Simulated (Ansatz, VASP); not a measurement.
# Cross-check of InH between VASP and Ansatz, part 3 of 3

Wanted: the spread between two codes on one cell, functional and k mesh. The cell is generated by rule, not measured, and may not be a known phase. The cell is taken from a series of runs on this material, whose earlier steps may have relaxed, scaled, displaced or heated it; both programs get it as it stands.

VASP 6.6.1 and Ansatz 0.2.0.

So far: Starting point; VASP: zone-centre phonons, PBE.

The structure was built from a prototype and need not be the compound's stable phase.

**3. Ansatz: zone-centre phonons, PBE**

Level of this step: Ansatz beside VASP: Kohn-Sham DFT, plane waves, PBE (Ansatz).

Ansatz runs on its default PAW (the set named soft_2) files.

The same cell, functional, mesh and smearing now go to Ansatz, which takes its cutoff from its data sets.

input.yaml

```yaml
crystal:
  lattice:
    - [5.5732869969, 0.0, 0.0]
    - [0.0, 4.0827535675, 0.0]
    - [0.0, 0.0, 6.0371411969]
  atoms:
    - { symbol: In, position: [0.75, 0.5, 0.795924665] }
    - { symbol: In, position: [0.75, 0.0, 0.3467796658] }
    - { symbol: In, position: [0.25, 0.0, 0.6532203342] }
    - { symbol: In, position: [0.25, 0.5, 0.204075335] }
    - { symbol: H, position: [0.75, 0.0, 0.8305898166] }
    - { symbol: H, position: [0.75, 0.5, 0.1266135806] }
    - { symbol: H, position: [0.25, 0.5, 0.8733864194] }
    - { symbol: H, position: [0.25, 0.0, 0.1694101834] }
kpoints:
  mp_grid: { grid: [6, 8, 6] }
hamiltonian:
  xc: pbe
scf:
  occupations: { method: methfessel_paxton, width: 0.15 }
output:
  eigenvalues: true
phonons:
  method: dfpt
```

On the command line:

```sh
> ansatz run input.yaml --threads 4 --pin off --max-ram 7168MiB --backend cpu --events-out ev --progress --plain --runs-dir out
```

Numbers of over 12 decimals in the logs are rounded to 6 here.

What it wrote:

```text
zone centre: on kpoints.mp_grid the ground state, and the responses unless they are solved on pairs of k-points, stand on 80 of the mesh's 288 k-points, reduced under 4 symmetry operations, with k and −k counted as one. Each operation leaves every solved displacement unchanged or reverses it
Engine: ansatz 0.2.0, aarch64-unknown-linux-gnu
Pseudopotentials: kind: paw
Pseudopotential: In, paw, valence charge 13, recommended cutoff 420 eV (normal), In.paw.azcp
Pseudopotential: H, paw, valence charge 1, recommended cutoff 420 eV (normal), H.paw.azcp
Functional definition: PBE
  parameter kappa = 0.804
  parameter beta = 0.066725
  exchange = pbe_x(kappa = kappa, mu = beta*pi^2/3)
  correlation = pbe_c(beta = beta)
Crystal: 8 atoms, lattice volume = 137.371 Å³
Basis set: ecut = 420 eV, 2683 PW (Γ), exchange–correlation on 80×60×90 points (8 copies of the dense FFT grid, shifted against one another)
Bands: 36, of which v1, the nominal top of the filled ones, is band 28 counted from 1 (27 counted from 0)
Symmetry: 8 space group operations
k-points: 80 of 288 (irreducible under 4 space group operations, time reversal used)
Non-local potential: In, projectors of the file, l = 0: 2, l = 1: 2, l = 2: 2, l = 3: 2
Non-local potential: H, projectors of the file, l = 0: 2, l = 1: 1
PAW form: soft (Blöchl's): semilocal exchange-correlation on the pseudo side does not see the compensation charge
PAW one-centre angular grid: In, 590 points (default); XC on 64 Gauss nodes
PAW one-centre angular grid: H, 110 points (default); XC on 64 Gauss nodes
Initial density: superposition of atomic densities (neutral atoms: chi_scale 0, normalization atom), corrected by the library's trained network
Initial wavefunctions: pseudopotential atomic-orbital guess
Functional: x = pbe(κ = 0.804, μ = 0.219515), c = pbe(β = 0.066725)
SCF iter   1: F=—  HF=-22451.808493 eV  |F-HF|=—  |Δ(HF+E_count)|=         —  Δρ=2.32e-3  dr2=1.26e-2  ethr=1.77e-3  ⟨swp⟩=6.8  Hψ=12044  notcnv=0
preconditioner: auto → Kerker (q_TF=auto, 2.349 Å⁻¹)  [metal: Δε(μ)=0.010 eV  Ē_g=14.496 eV  σ=0.150 eV  W_gap=0.06  n_scr=30 (ndim 8)  ℏωp=23.7 eV  f_vac=0.000  D(μ)=1.20/eV (n_scr^D=4)]
SCF iter   2: F=—  HF=-22451.803635 eV  |F-HF|=—  |Δ(HF+E_count)|=   4.86e-3  S|Δr|=    0.00e0  Δρ=1.56e-3  dr2=5.69e-3  ethr=2.25e-5  ⟨swp⟩=2.0  Hψ=5629  notcnv=0
SCF iter   3: F=—  HF=-22451.803524 eV  |F-HF|=—  |Δ(HF+E_count)|=   1.11e-4  S|Δr|=    0.00e0  Δρ=8.83e-4  dr2=7.94e-4  ethr=1.02e-5  ⟨swp⟩=2.0  Hψ=4939  notcnv=0
SCF iter   4: F=—  HF=-22451.803270 eV  |F-HF|=—  |Δ(HF+E_count)|=   2.54e-4  S|Δr|=    0.00e0  Δρ=4.17e-4  dr2=1.99e-4  ethr=1.42e-6  ⟨swp⟩=2.0  Hψ=4925  notcnv=0
SCF iter   5: F=—  HF=-22451.803242 eV  |F-HF|=—  |Δ(HF+E_count)|=   2.76e-5  S|Δr|=    0.00e0  Δρ=1.68e-4  dr2=2.45e-5  ethr=3.55e-7  ⟨swp⟩=2.0  Hψ=4939  notcnv=0
SCF iter   6: F=—  HF=-22451.803228 eV  |F-HF|=—  |Δ(HF+E_count)|=   1.44e-5  S|Δr|=    0.00e0  Δρ=3.25e-5  dr2=1.06e-6  ethr=4.38e-8  ⟨swp⟩=2.0  Hψ=4580  notcnv=0
SCF iter   7: F=—  HF=-22451.803227 eV  |F-HF|=—  |Δ(HF+E_count)|=   6.53e-7  S|Δr|=    0.00e0  Δρ=5.46e-6  dr2=5.35e-8  ethr=1.89e-9  ⟨swp⟩=2.0  Hψ=4887  notcnv=0
SCF iter   8: F=—  HF=-22451.803227 eV  |F-HF|=—  |Δ(HF+E_count)|=   5.24e-9  S|Δr|=    0.00e0  Δρ=2.34e-6  dr2=9.68e-9  ethr=9.55e-11  ⟨swp⟩=2.0  Hψ=4941  notcnv=0
SCF iter   9: F=—  HF=-22451.803227 eV  |F-HF|=—  |Δ(HF+E_count)|=  9.57e-10  S|Δr|=    0.00e0  Δρ=4.31e-7  dr2=9.37e-10  ethr=1.73e-11  ⟨swp⟩=2.0  Hψ=4916  notcnv=0
SCF iter  10: F=—  HF=-22451.803227 eV  |F-HF|=—  |Δ(HF+E_count)|=  3.64e-12  S|Δr|=    0.00e0  Δρ=1.20e-7  dr2=4.25e-11  ethr=1.67e-12  ⟨swp⟩=2.0  Hψ=3329  notcnv=0
SCF iter  11: F=-22451.803227 eV  HF=-22451.803227 eV  |F-HF|=0.00e0  |Δ(HF+E_count)|=  1.09e-11  S|Δr|=    0.00e0  Δρ=3.29e-8  dr2=1.96e-12  ethr=1.00e-12  ⟨swp⟩=9.8  Hψ=13646  notcnv=0
SCF 1 converged in 11 iterations: F = -22451.803227 eV  dr2 = 1.96e-12
  greatest PAW one-centre occupation: 0.983 electrons in one spin orbital (limit 2), on the In atom at site 2 (counted from 0), in its partial waves of l = 2
DFPT response loops at Γ: preconditioner auto → Kerker (q_TF=auto, 2.349 Å⁻¹) (partly filled bands, converged f_vac=0.000); β = 1.00, the filter's whole step (`scf.mixing.beta` (0.50) is not read by the response loops under this deck's `scf.mixing.preconditioner`; to damp them name `kerker` or `kerker_dos`, under which they read `scf.mixing.beta`, and type it under 1.00, their step now; both keys bind the ground state too); Broyden in place of MSR1
SCF converged after 11 iterations
Stability not checked: this state was not tested for a lower state beside it, because cold or Methfessel-Paxton smearing, or corrected tetrahedra, fill the levels in a way that the test cannot read (fill_not_monotonic; see scf.lower_state_search)
Free energy (F): -22451.803227 eV
Harris-Foulkes:  -22451.803227 eV  (|F-HF|=0.00e0)
Internal energy: -22451.804611 eV  (E = F + TS)
E sigma→0 (E₀):  -22451.803573 eV
Entropy (-TS):   0.001384 eV (0.173 meV/atom)
Fermi energy:    7.587078 eV
Step filling:    the computed levels leave a gap of 0.0114 eV = 0.1 smearing widths at the electron count; against every level under it full and every level over it empty, smearing changes F+E_penalty+E_count by -0.511 meV and its σ→0 estimate by -0.857 meV
--- Per-component energies (eV) ---
  E_band       = -225.928846
  E_kinetic    = 1013.168990
  E_local      = -4879.828694  (includes V_loc(G=0)·N_el)
  E_nonlocal   = 1470.410260
  E_hartree    = 1904.545432
  E_xc         = -897.282631
  E_vxc        = -442.680881  (∫ρ·V_xc dr)
  E_paw        = -16609.295497  (= ΣΔE_a)
  E_vpaw       = -1196.085263  (= ΣTr[D̂ρ^β])
  E_aug_tail   = -0.004103  (compensation charges beyond the density's cutoff)
  E_ewald      = -4453.518368
  E_smearing   = 0.001384  (= −TS)
  E_closure    = -0.000000  (closes the sum)
  Σ components = -22451.803227   (vs F -22451.803227, Δ=0.00e0)
--- Band table (eV; the first three rows and the last of 80) ---
  k-point 0: bands = [... 24 lower, 5.0432, 5.0688, 6.4911, 8.0649, 8.2289, 8.6971, 9.6393, 10.5516, ... 4 higher]
  k-point 1: bands = [... 24 lower, 4.5842, 5.1690, 6.8395, 8.0655, 8.3540, 8.3607, 9.5982, 11.1199, ... 4 higher]
  k-point 2: bands = [... 24 lower, 5.4305, 5.5291, 7.0401, 7.1297, 8.7399, 9.0311, 9.4580, 10.2832, ... 4 higher]
  k-point 79: bands = [... 24 lower, 3.3166, 3.3166, 3.7965, 3.7965, 9.8631, 9.8631, 10.6756, 10.6756, ... 4 higher]
--- Phonons (Γ-DFPT): 12 representative perturbations + reference, on 80 of 288 k-points (Σ response iterations 41) ---
  k mesh reduced under 4 symmetry operations, with k and −k counted as one. Each operation leaves every solved displacement unchanged or reverses it
  ASR residual: 1.115e-5 → 0.000e0 eV/Å²; symmetrization residual: 2.172e-6 eV/Å²
  ASR residual per site (eV/Å²): 6.08e-6 2.98e-6 2.98e-6 6.08e-6 1.12e-5 3.23e-6 3.23e-6 1.12e-5
  Γ frequencies (cm⁻¹): -413.87 -370.97 -78.78 -39.85 -37.66 0.00 0.00 0.00 12.37 28.32 55.18 58.57 74.15 87.74 99.73 234.57 275.95 295.74 302.94 429.68 867.50 895.20 903.42 943.46
  non-analytic LO–TO correction: not included (Born effective charges unavailable; polar crystals: no LO–TO splitting at Γ)
```

**4. Side by side**

Known differences besides the potentials themselves: the cutoff is 420 eV in Ansatz and 500 eV in VASP. Total energies have different zeros and are not compared.

The two programs side by side:

```
                                              quantity  Ansatz    VASP  difference
optical mode 1 (imaginary, printed as negative) (cm⁻¹)  -413.9  -417.3        +3.4
optical mode 2 (imaginary, printed as negative) (cm⁻¹)  -371.0  -374.8        +3.9
optical mode 3 (imaginary, printed as negative) (cm⁻¹)   -78.8   -77.8        -0.9
optical mode 4 (imaginary, printed as negative) (cm⁻¹)   -39.9   -53.4       +13.6
optical mode 5 (imaginary, printed as negative) (cm⁻¹)   -37.7   -39.9        +2.3
                                 optical mode 6 (cm⁻¹)    12.4     6.2        +6.2
                                 optical mode 7 (cm⁻¹)    28.3    28.0        +0.3
                                 optical mode 8 (cm⁻¹)    55.2    55.6     -0.71 %
                                 optical mode 9 (cm⁻¹)    58.6    59.8     -1.99 %
                                optical mode 10 (cm⁻¹)    74.2    73.8     +0.54 %
                                optical mode 11 (cm⁻¹)    87.7    87.3     +0.51 %
                                optical mode 12 (cm⁻¹)    99.7   100.8     -1.08 %
                                optical mode 13 (cm⁻¹)   234.6   238.2     -1.54 %
                                optical mode 14 (cm⁻¹)   275.9   274.2     +0.63 %
                                optical mode 15 (cm⁻¹)   295.7   299.5     -1.26 %
                                optical mode 16 (cm⁻¹)   302.9   306.2     -1.07 %
                                optical mode 17 (cm⁻¹)   429.7   431.7     -0.47 %
                                optical mode 18 (cm⁻¹)   867.5   875.5     -0.92 %
                                optical mode 19 (cm⁻¹)   895.2   902.8     -0.84 %
                                optical mode 20 (cm⁻¹)   903.4   910.0     -0.72 %
                                optical mode 21 (cm⁻¹)   943.5   950.4     -0.74 %
```

Modes are paired by rising frequency, not by their patterns, so a pair may set unlike modes beside each other; they are those without the splitting of longitudinal modes.

**5. Results**

* r.m.s. difference of the optical zone-centre modes, each program's sorted by frequency (zone-centre phonons, PBE): 5.0 cm⁻¹
* difference in optical mode 9 (zone-centre phonons, PBE): -2.0 %

**Reading.** The r.m.s. difference of the optical zone-centre modes, each program's sorted by frequency is 5.0 cm⁻¹ (zone-centre phonons, PBE). Among the rows given in per cent, the largest difference of the zone-centre phonons, PBE pair is in optical mode 9, -2.0 %. What causes the difference of the zone-centre phonons, PBE pair stays open here. How closely two codes agree says nothing of how well the functional describes the real material.

[Lines on the potential files, build, host, timing and source positions are cut from VASP's logs without a mark.]

[Logs are printed without paths, hosts, clocks, repeated set-up lines and the standing remarks that a program may print on its own settings, such as how far it seeks lower states.]

[Hosts, paths, dates, database ids (printed as entryN), source tags and the programs' standing remarks are cut or masked in the printed files.]
